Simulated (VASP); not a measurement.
Output of a VASP run:

File OSZICAR:
```
       N       E                     dE             d eps       ncg     rms          rms(c)
DAV:   1     0.367051203487E+02    0.36705E+02   -0.10633E+04   148   0.113E+03
DAV:   2    -0.189484594944E+02   -0.55654E+02   -0.54193E+02   170   0.227E+02
DAV:   3    -0.205586725676E+02   -0.16102E+01   -0.16034E+01   194   0.270E+01
DAV:   4    -0.205704537450E+02   -0.11781E-01   -0.11780E-01   158   0.315E+00
DAV:   5    -0.205706244413E+02   -0.17070E-03   -0.17069E-03   188   0.306E-01    0.684E+01
DAV:   6    -0.200366089632E+02    0.53402E+00   -0.51086E-01   158   0.554E+00    0.399E+01
DAV:   7    -0.198531699222E+02    0.18344E+00   -0.81189E-01   140   0.669E+00    0.219E+00
DAV:   8    -0.198437997208E+02    0.93702E-02   -0.46642E-02   164   0.168E+00    0.387E-01
DAV:   9    -0.198439205875E+02   -0.12087E-03   -0.12467E-03   182   0.297E-01    0.192E-01
DAV:  10    -0.198439093765E+02    0.11211E-04   -0.28338E-05   182   0.434E-02    0.102E-01
DAV:  11    -0.198439131071E+02   -0.37306E-05   -0.33856E-06   182   0.167E-02    0.149E-02
DAV:  12    -0.198439127801E+02    0.32697E-06   -0.14021E-07   118   0.283E-03
   1 F= -.19843913E+02 E0= -.19841837E+02  d E =-.622690E-02
```

**OUTCAR**
```
------------------------ aborting loop because EDIFF is reached ----------------------------------------
  FORCE on cell =-STRESS in cart. coord.  units (eV):
  Direction    XX          YY          ZZ          XY          YZ          ZX
  --------------------------------------------------------------------------------------
  Total        0.8197080      0.8802280     -0.6907061     -0.5758038      0.0000000      0.0000000
  in kB       29.6066854     31.7925812    -24.9473200    -20.7972134      0.0000000      0.0000000
  external PRESSURE =      12.1506489 kB  Pullay stress =       0.0000000 kB
  volume of cell :       44.36
      direct lattice vectors                 reciprocal lattice vectors
     1.593831000 -2.754456000  0.000000000     0.313709546 -0.181524047  0.000000000
     1.593831000  2.754456000  0.000000000     0.313709546  0.181524047  0.000000000
     0.000000000  0.000000000  5.052099000     0.000000000  0.000000000  0.197937531
 POSITION                                       TOTAL-FORCE (eV/Angst)
 -----------------------------------------------------------------------------------
      1.59383      0.91815      1.26302        -0.222658      0.044259      0.000000
      1.63658     -0.91815      3.78907         0.222658     -0.044259     -0.000000
 -----------------------------------------------------------------------------------
    total drift:                                0.000005     -0.000000     -0.000000
  FREE ENERGIE OF THE ION-ELECTRON SYSTEM (eV)
  ---------------------------------------------------
  free  energy   TOTEN  =       -19.8439127801 eV

  energy  without entropy=      -19.8376858758  energy(sigma->0) =      -19.84183715
```
(Selected blocks of OUTCAR.)

**POSCAR**
```
Hf
1
    1.5938310000    -2.7544560000     0.0000000000
    1.5938310000     2.7544560000     0.0000000000
    0.0000000000     0.0000000000     5.0520990000
Hf
2
Direct
  0.3333330000   0.6666670000   0.2500000000
  0.6800790000   0.3467450000   0.7500000000
```

### Question
Write an INCAR and KPOINTS that could have produced this output.

### Answer
This is not unique; one that fits is the input of the run itself, PBE GGA, plane waves, VASP's PBE PAW potentials (set 64).

**INCAR**
```
ALGO=Normal
EDIFF=1E-6
ENCUT=400
GGA=PE
ISIF=2
ISMEAR=1
KGAMMA=.False.
KSPACING=0.8
LASPH=.True.
LCHARG=.False.
LMAXMIX=6
LREAL=.False.
LWAVE=.False.
NELM=100
PREC=Accurate
SIGMA=0.1
SYSTEM=Hf
```

POTCAR, in this order: Hf_pv (PBE.64 set). Program: vasp_std.

The compound is Hf in the hcp structure. The cell was not relaxed at this level, atoms are displaced from their ideal sites. The run is one of a series of settings (KGAMMA = .FALSE., KSPACING = 0.8, KPOINTS file removed against the base run), some of them coarse on purpose.
